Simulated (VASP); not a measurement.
Computed with PBE GGA, VASP's PBE PAW potentials (set 64) (plane waves; VASP 6.6.1).

Input for VASP

### POSCAR
```
La2O3
1
    1.9266600000    -3.3370730000     0.0000000000
    1.9266600000     3.3370730000     0.0000000000
    0.0000000000     0.0000000000     5.9951400000
La O
2 3
Direct
  0.3333330000   0.6666670000   0.2470000000
  0.6666670000   0.3333330000   0.7530000000
  0.0000000000   0.0000000000   0.0000000000
  0.3333330000   0.6666670000   0.6470000000
  0.6666670000   0.3333330000   0.3530000000
```

### INCAR
```
! general
SYSTEM =La2O3
PREC   =Accurate
ENCUT  =400   ! plane-wave cut-off (eV)
LREAL  =F   ! projection in real space or not
LASPH  =T   ! aspherical one-centre terms

! electronic loop
EDIFF  =1E-6
NELM   =100   ! most electronic steps
ALGO   =Normal
LMAXMIX=6   ! l cut-off of mixed one-centre charges

! smearing
ISMEAR =-1
SIGMA  =0.02

! functional
GGA    =PE

! ions
ISIF   =2

! output
LWAVE  =F
LCHARG =F
```

File KPOINTS:
```
Regular mesh
0
gamma
 7 7 4
0 0 0
```

POTCAR, in this order: La O (PBE.64 set). Program: vasp_std.

Output

File OSZICAR:
```
       N       E                     dE             d eps       ncg     rms          rms(c)
DAV:   1     0.441786645645E+03    0.44179E+03   -0.13500E+04  1376   0.207E+03
DAV:   2     0.829898509233E+02   -0.35880E+03   -0.35402E+03  1968   0.400E+02
DAV:   3    -0.302028810875E+02   -0.11319E+03   -0.11087E+03  2480   0.203E+02
DAV:   4    -0.463057972841E+02   -0.16103E+02   -0.16097E+02  2352   0.850E+01
DAV:   5    -0.472218435282E+02   -0.91605E+00   -0.91575E+00  2472   0.246E+01    0.151E+01
DAV:   6    -0.416990344082E+02    0.55228E+01   -0.47105E+01  2096   0.432E+01    0.765E+00
DAV:   7    -0.416920026619E+02    0.70317E-02   -0.46527E+00  2488   0.235E+01    0.379E+00
DAV:   8    -0.416841774643E+02    0.78252E-02   -0.47451E-01  2408   0.632E+00    0.132E+00
DAV:   9    -0.416840861424E+02    0.91322E-04   -0.67723E-02  2488   0.225E+00    0.377E-01
DAV:  10    -0.416859896946E+02   -0.19036E-02   -0.34996E-02  2192   0.135E+00    0.188E-01
DAV:  11    -0.416865585103E+02   -0.56882E-03   -0.98375E-03  2376   0.788E-01    0.112E-01
DAV:  12    -0.416867234436E+02   -0.16493E-03   -0.19739E-03  2200   0.326E-01    0.293E-02
DAV:  13    -0.416867909496E+02   -0.67506E-04   -0.52038E-04  2264   0.163E-01    0.241E-02
DAV:  14    -0.416867924966E+02   -0.15470E-05   -0.93360E-05  2392   0.907E-02    0.381E-03
DAV:  15    -0.416867928653E+02   -0.36877E-06   -0.76679E-06  2024   0.256E-02
   1 F= -.41686793E+02 E0= -.41686793E+02  d E =-.367899E-11
```

**OUTCAR**
```
------------------------ aborting loop because EDIFF is reached ----------------------------------------
  FORCE on cell =-STRESS in cart. coord.  units (eV):
  Direction    XX          YY          ZZ          XY          YZ          ZX
  --------------------------------------------------------------------------------------
  Total        3.7679910      3.7679910      2.8026688      0.0000000      0.0000000     -0.0000000
  in kB       78.3105600     78.3105596     58.2481644      0.0000000      0.0000000     -0.0000000
  external PRESSURE =      71.6230947 kB  Pullay stress =       0.0000000 kB
  volume of cell :       77.09
      direct lattice vectors                 reciprocal lattice vectors
     1.926660000 -3.337073000  0.000000000     0.259516469 -0.149831904  0.000000000
     1.926660000  3.337073000  0.000000000     0.259516469  0.149831904  0.000000000
     0.000000000  0.000000000  5.995140000     0.000000000  0.000000000  0.166801776
 POSITION                                       TOTAL-FORCE (eV/Angst)
 -----------------------------------------------------------------------------------
      1.92666      1.11236      1.48080        -0.000000     -0.000000     -0.610566
      1.92666     -1.11236      4.51434        -0.000000     -0.000000      0.610566
      0.00000      0.00000      0.00000         0.000000     -0.000000      0.000000
      1.92666      1.11236      3.87886         0.000000      0.000000     -0.148239
      1.92666     -1.11236      2.11628        -0.000000     -0.000000      0.148239
 -----------------------------------------------------------------------------------
    total drift:                               -0.000000      0.000000      0.000000
  FREE ENERGIE OF THE ION-ELECTRON SYSTEM (eV)
  ---------------------------------------------------
  free  energy   TOTEN  =       -41.6867928653 eV

  energy  without entropy=      -41.6867928653  energy(sigma->0) =      -41.68679287
```
(Selected blocks of OUTCAR.)

OUTCAR:
```
 val. band max:        6.5772945871   @ k =   0.4286  -0.0000   0.5000

 cond. band min:      10.5221916000   @ k =   0.2857   0.2857   0.0000


 Fermi energy:         7.0548638599

 k-point     1 :       0.0000    0.0000    0.0000
  band No.  band energies     occupation
      1     -23.0673      2.00000
      2     -22.7459      2.00000
      3     -10.6224      2.00000
      4      -9.3260      2.00000
      5      -8.7468      2.00000
      6      -6.5152      2.00000
      7      -6.5152      2.00000
      8      -6.2286      2.00000
      9      -6.2286      2.00000
     10      -6.0875      2.00000
     11      -5.3802      2.00000
     12       3.9362      2.00000
     13       3.9362      2.00000
     14       4.1848      2.00000
     15       4.1848      2.00000
     16       4.3572      2.00000
     17       4.7842      2.00000
     18       6.1431      2.00000
     19       6.1431      2.00000
     20       6.3794      2.00000
     21      11.0348      0.00000
     22      11.3496      0.00000
     23      11.3496      0.00000
     24      12.1057      0.00000

 k-point     2 :       0.1429   -0.0000    0.0000
  band No.  band energies     occupation
      1     -23.0216      2.00000
      2     -22.7267      2.00000
      3     -10.6266      2.00000
      4      -9.7151      2.00000
      5      -9.0290      2.00000
      6      -6.6144      2.00000
      7      -6.2617      2.00000
      8      -6.2365      2.00000
      9      -6.1474      2.00000
     10      -6.0640      2.00000
     11      -5.3002      2.00000
     12       3.9078      2.00000
     13       4.1508      2.00000
     14       4.2106      2.00000
     15       4.3549      2.00000
     16       4.4490      2.00000
     17       5.2602      2.00000
     18       5.8659      2.00000
     19       6.1366      2.00000
     20       6.3366      2.00000
     21      11.1344      0.00000
     22      11.3991      0.00000
     23      11.5145      0.00000
     24      12.1275      0.00000
...
```

At this cut-off the stress carries a Pulay error, which pulls relaxed volumes low.

The structure is a typed La2O3 crystal (P-3m1). The cell was not relaxed at this level.
